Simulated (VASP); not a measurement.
OSZICAR of a VASP run on Ge (diamond):

### OSZICAR
```
       N       E                     dE             d eps       ncg     rms          rms(c)
DAV:   1     0.141731037888E+03    0.14173E+03   -0.12723E+04   756   0.343E+03
DAV:   2     0.859067103437E+01   -0.13314E+03   -0.13093E+03   720   0.441E+02
DAV:   3    -0.858248797448E+01   -0.17173E+02   -0.17071E+02   790   0.133E+02
DAV:   4    -0.908035196921E+01   -0.49786E+00   -0.49697E+00   796   0.262E+01
DAV:   5    -0.908893317257E+01   -0.85812E-02   -0.85800E-02   800   0.346E+00    0.300E+00
DAV:   6    -0.904339313396E+01    0.45540E-01   -0.19630E-02   796   0.152E+00    0.180E+00
DAV:   7    -0.901651569003E+01    0.26877E-01   -0.50348E-02   764   0.219E+00    0.153E-01
DAV:   8    -0.901823457791E+01   -0.17189E-02   -0.61472E-03   814   0.118E+00    0.579E-02
DAV:   9    -0.901826449268E+01   -0.29915E-04   -0.26006E-04   930   0.303E-01    0.177E-02
DAV:  10    -0.901829383453E+01   -0.29342E-04   -0.92136E-05   772   0.134E-01    0.622E-03
DAV:  11    -0.901829519535E+01   -0.13608E-05   -0.93583E-06   886   0.586E-02    0.160E-03
DAV:  12    -0.901829541190E+01   -0.21654E-06   -0.42476E-07   518   0.954E-03
   1 F= -.90182954E+01 E0= -.90181120E+01  d E =-.366732E-03
```

### Question
Which electronic solver shows in the log?

### Answer
It is blocked Davidson (ALGO = Normal, or the opening steps of other solvers). The INCAR had ALGO = Normal.

### Question
Can the final energy be trusted as converged?

### Answer
The calculation finished and met its thresholds. It stopped with EDIFF = 1E-6, NELM = 100 (PBE GGA, plane waves, VASP's PBE PAW potentials (set 64)).

The compound is Ge in the diamond structure. It was relaxed first, which changed the volume by +5 %.
